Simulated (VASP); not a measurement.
# Ni (P6_3/mmc) in VASP: notebook, part 2 of 2

VASP 6.6.1. Earlier steps stand in the parts before.

**4. Single point, LDA, collinear spin, typed start**

Input file INCAR:

```
SYSTEM = Ni
PREC     = Accurate       ! precision mode
ENCUT    = 520            ! plane-wave cutoff, eV
EDIFF    = 1E-7           ! SCF threshold, eV
ISMEAR   = -1             ! smearing method
SIGMA    = 0.05           ! smearing width, eV
LREAL    = .False.        ! projectors in reciprocal space
LASPH    = .True.         ! aspherical terms in the spheres
NELM     = 150            ! most SCF steps
ALGO     = Fast           ! electronic algorithm
ISIF     = 2              ! what is computed and relaxed
LWAVE    = .False.        ! write WAVECAR
LCHARG   = .False.        ! write CHGCAR
ISPIN    = 2              ! spin polarisation
MAGMOM   = 0.8 -0.8       ! initial moments
LORBIT   = 11             ! projections on sites
LMAXMIX  = 4              ! l up to which the mixer works
GGA      = CA             ! functional
NBANDS   = 21             ! bands
```

Input file KPOINTS:

```
regular mesh
0
Gamma
  14 14 8
  0 0 0
```

Input file POSCAR:

```
Ni
1.0
    2.4173865228      0.0000000000      0.0000000000
   -1.2086932614      2.0935181395      0.0000000000
    0.0000000000      0.0000000000      3.9727669544
Ni
2
Direct
    0.3333333333      0.6666666667      0.2500000000
    0.6666666667      0.3333333333      0.7500000000
```

Potentials or basis: VASP PAW LDA potentials, release 64 (Ni).

Launch:

```console
> cat potpaw_LDA.64/Ni/POTCAR > POTCAR
> mpirun -np 1 vasp_std > vasp.out
```

OUTCAR:

```text
SYSTEM = Ni
   PREC = Accurate
   ENCUT = 520
   EDIFF = 1E-7
   ISMEAR = -1
   LREAL = .False.
   LASPH = .True.
   NELM = 150
   ISIF = 2
   ISPIN = 2
   LORBIT = 11
   GGA = CA

 ion  position               nearest neighbor table
   1  0.333  0.667  0.250-   2 2.43   2 2.43   2 2.43   2 2.43   2 2.43   2 2.43
   2  0.667  0.333  0.750-   1 2.43   1 2.43   1 2.43   1 2.43   1 2.43   1 2.43

  LATTYP: Found a hexagonal cell.
 ALAT       =     2.4173865228
 C/A-ratio  =     1.6434140411

  Lattice vectors:

 A1 = (   2.4173865228,   0.0000000000,   0.0000000000)
 A2 = (  -1.2086932614,   2.0935181395,   0.0000000000)
[... 1373 lines left out ...]

 VOLUME and BASIS-vectors are now :
 -----------------------------------------------------------------------------
  energy-cutoff  :      520.00
  volume of cell :       20.11
      direct lattice vectors                 reciprocal lattice vectors
     2.417386523  0.000000000  0.000000000     0.413669883  0.238832418  0.000000000
    -1.208693261  2.093518139  0.000000000     0.000000000  0.477664837  0.000000000
     0.000000000  0.000000000  3.972766954     0.000000000  0.000000000  0.251713733

 POSITION                                       TOTAL-FORCE (eV/Angst)
 -----------------------------------------------------------------------------------
     -0.00000      1.39568      0.99319        -0.000000      0.000000      0.000000
      1.20869      0.69784      2.97958         0.000000     -0.000000      0.000000
 -----------------------------------------------------------------------------------
    total drift:                               -0.000000      0.000000     -0.000000

  FREE ENERGIE OF THE ION-ELECTRON SYSTEM (eV)
  ---------------------------------------------------
  free  energy   TOTEN  =       -13.0566453246 eV

  energy  without entropy=      -12.9949176389  energy(sigma->0) =      -13.02578148

 total charge

# of ion       s       p       d       tot
------------------------------------------
    1        0.530   0.565   8.378   9.474
    2        0.530   0.565   8.378   9.474
--------------------------------------------------
tot          1.060   1.131  16.756  18.947

 magnetization (x)

# of ion       s       p       d       tot
------------------------------------------
    1       -0.000   0.000   0.000   0.000
    2        0.000  -0.000  -0.000  -0.000
--------------------------------------------------
tot          0.000   0.000   0.000   0.000
```

OSZICAR:

```text
N       E                     dE             d eps       ncg     rms          rms(c)
DAV:   1     0.955796708917E+02    0.95580E+02   -0.91524E+03 10898   0.143E+03
DAV:   2    -0.931865577349E+01   -0.10490E+03   -0.96829E+02 10235   0.239E+02
DAV:   3    -0.151598428993E+02   -0.58412E+01   -0.56506E+01 11411   0.643E+01
[... 11 lines left out ...]
RMM:  15    -0.130566430373E+02   -0.14567E-04   -0.20570E-05 13074   0.405E-02    0.803E-03
RMM:  16    -0.130566450767E+02   -0.20393E-05   -0.10573E-05 15165   0.194E-02    0.331E-03
RMM:  17    -0.130566449922E+02    0.84434E-07   -0.21646E-06 14773   0.112E-02    0.300E-03
RMM:  18    -0.130566452887E+02   -0.29651E-06   -0.78778E-07 13116   0.629E-03    0.127E-03
RMM:  19    -0.130566453246E+02   -0.35907E-07   -0.24402E-07  9208   0.360E-03
   1 F= -.13056645E+02 E0= -.13025781E+02  d E =-.617277E-01  mag=    -0.0000
```

Run time: 77 s. Hardware: 1 thread of Intel Xeon Platinum 8488C (Sapphire Rapids), shared host; peak memory 0.17 GiB.

What came out:

```yaml
Free_energy: -13.0566 eV
Pressure: -0.8 GPa
Band_gap_on_the_k_mesh: none (metal or under the smearing width)
Net_moment: 0.00 μB per cell
Valence_electrons_inside_the_program's_atomic_spheres: Ni 9.47
```

Stress tensor (GPa, compression positive):
```
-1.03  0.00  0.00
 0.00 -1.03  0.00
 0.00  0.00 -0.25
```

Levels at points of the mesh, in eV from the Fermi level:
Spin up:
```
           k point  band 6  band 7  band 8  band 9  band 10  band 11  band 12  band 13  band 14  band 15
(0.00, 0.00, 0.00)   -1.72   -1.72   -1.23   -1.23    -0.33    -0.15    -0.15     6.54    23.54    26.05
(0.50, 0.00, 0.00)   -2.03   -1.69   -0.02    0.06     0.13     1.72     3.72    10.07    10.68    13.39
(0.00, 0.00, 0.50)   -2.08   -2.08   -2.08   -0.48    -0.48    -0.48    -0.48    15.34    15.34    24.27
(0.50, 0.00, 0.50)   -1.14   -0.54   -0.54    0.07     0.07     1.77     1.77     7.75     7.75    19.38
```
Spin down:
```tsv
k point	band 7	band 8	band 9	band 10	band 11	band 12	band 13	band 14
(0.00, 0.00, 0.00)	-1.72	-1.23	-1.23	-0.33	-0.15	-0.15	6.54	23.54
(0.50, 0.00, 0.00)	-1.69	-0.02	0.06	0.13	1.72	3.72	10.07	10.68
(0.00, 0.00, 0.50)	-2.08	-2.08	-0.48	-0.48	-0.48	-0.48	15.34	15.34
(0.50, 0.00, 0.50)	-0.54	-0.54	0.07	0.07	1.77	1.77	7.75	7.75
```

**5. Overview**

```csv
cell,k mesh,gap on the mesh (eV),pressure (GPa),moment (μB)
"P6_3/mmc, 10.05 Å³/atom",24 × 24 × 13,none,-0.2,1.16
"P6_3/mmc, 9.25 Å³/atom",17 × 17 × 9,none,25.6,1.11
"P6_3/mmc, 10.05 Å³/atom",14 × 14 × 8,none,-0.8,0.00
```

Alike in all rows: task single point; level LDA; potentials or basis VASP PAW LDA potentials, release 64 (Ni); spin collinear, typed start; cutoff (eV) 520; smearing fermi-dirac 0.05 eV.

Every run on the cell as given and a fine mesh finds a metal.

Caveats: so large a pressure means that the cell lies far from this level's equilibrium, or that cutoff or potentials fall short (some runs).

Absolute energies hang on the potentials; compare differences alone.
